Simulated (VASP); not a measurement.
VASP runs on LaP (a trial cell in the PtS structure, space group P4_2/mmc) share one base input (PBE GGA, plane waves, VASP's PBE PAW potentials (set 64)) and change the settings named in each case.

**KPOINTS**
```
Automatic mesh
0
Gamma
5 5 3
0 0 0
```

**POSCAR**
```
LaP
4.2739150
  1.0000000000   0.0000000000   0.0000000000
  0.0000000000   1.0000000000   0.0000000000
  0.0000000000   0.0000000000   1.7608068948
La P
2 2
Cart
  0.0000000000   0.5000000000   0.0000000000
  0.5000000000   0.0000000000   0.8804034474
  0.0000000000   0.0000000000   0.4402017237
  0.0000000000   0.0000000000   1.3206051711
```

**INCAR**
```
SYSTEM = LaP
PREC = Accurate
ENCUT = 400
EDIFF = 1E-6
NELM = 100
ALGO = Normal
LREAL = .FALSE.
LASPH = .TRUE.
ISMEAR = 0
SIGMA = 0.05
GGA = PE
LMAXMIX = 6
LWAVE = .FALSE.
LCHARG = .FALSE.
ISIF = 2
```

POTCAR, in this order: La P (PBE.64 set). Program: vasp_std.

| change | E(σ→0) (eV/atom) | pressure (GPa) | −TS (eV) | electronic steps |
|---|---|---|---|---|
| base run | -5.8870 | 1.60 | -0.0031 | 15 |
| ALGO = Fast | -5.8870 | 1.58 | -0.0031 | 35 |
| ALGO = VeryFast (not converged) | 44.0908 | -9.38 | -0.0089 | 100 |
| ALGO = All | -5.8870 | 1.59 | -0.0031 | 39 |
| ALGO = Damped (not converged) | -5.8867 | 1.52 | -0.0030 | 100 |
| ALGO = Conjugate | -5.8870 | 1.59 | -0.0031 | 39 |

Left out are runs that ran out of time, are held back, or changed the cell or the kind of run, fixed moments of cells without a moment, rows past the twelfth, gaps on odd meshes, pressures of charged cells and columns that move by less than the noise.

The structure was generated: LaP was put into the PtS type (P4_2/mmc), which need not be its known phase. The cell was not relaxed at this level.
